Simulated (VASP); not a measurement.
A run of VASP 6.6.1:

File INCAR:

```
SYSTEM = H3C2
ALGO     = Fast           ! electronic algorithm
EDIFF    = 1E-7           ! SCF threshold, eV
ENCUT    = 520            ! plane-wave cutoff, eV
GGA      = PE             ! functional
ISIF     = 2              ! what is computed and relaxed
ISMEAR   = -1             ! smearing method
LASPH    = .TRUE.         ! aspherical terms in the spheres
LCHARG   = .FALSE.        ! write CHGCAR
LREAL    = .FALSE.        ! projectors in reciprocal space
LWAVE    = .FALSE.        ! write WAVECAR
NBANDS   = 22             ! bands
NELM     = 60             ! most SCF steps
PREC     = Accurate       ! precision mode
SIGMA    = 0.1            ! smearing width, eV
```

Contents of KPOINTS:

```
k-points
0
G
  4 3 3
  0 0 0
```

POSCAR

```
H3C2
1.0
    4.1368420000      0.1127960000      0.0118200000
    0.8262500000      4.7985370000     -0.2246160000
   -0.7172870000     -0.1594970000      5.0606330000
C H
4 6
Direct
    0.0129619433      0.9611407207      0.9268410442
    0.5274664661      0.6034569890      0.4400885109
    0.5268411242      0.0803822354      0.2377016618
    0.1441236863      0.4062924254      0.7021499558
    0.9126453865      0.8926632749      0.4504191443
    0.4889753966      0.9670468846      0.7404197289
    0.8971286065      0.3154437898      0.2307831179
    0.0782402853      0.6881964283      0.2713544193
    0.7893836982      0.5615996375      0.9354781801
    0.6161140485      0.3120733671      0.7408277193
```

Potentials or basis: VASP PAW PBE potentials, release 64 (C, H).

Launch:

```bash
$ cat potpaw_PBE.64/C/POTCAR potpaw_PBE.64/H/POTCAR > POTCAR
$ mpirun -np 1 vasp_std > vasp.out
```

Hardware: 1 thread of Intel(R) Xeon(R) Platinum 8259CL CPU @ 2.50GHz (Skylake/Cascade Lake), on a shared host.

How long does it take, and how much memory?

Wall time 33 s on 1 thread of Intel(R) Xeon(R) Platinum 8259CL CPU @ 2.50GHz (Skylake/Cascade Lake) (shared host), peak memory 0.2 GiB. Counts: scf iterations 15, k points 19.
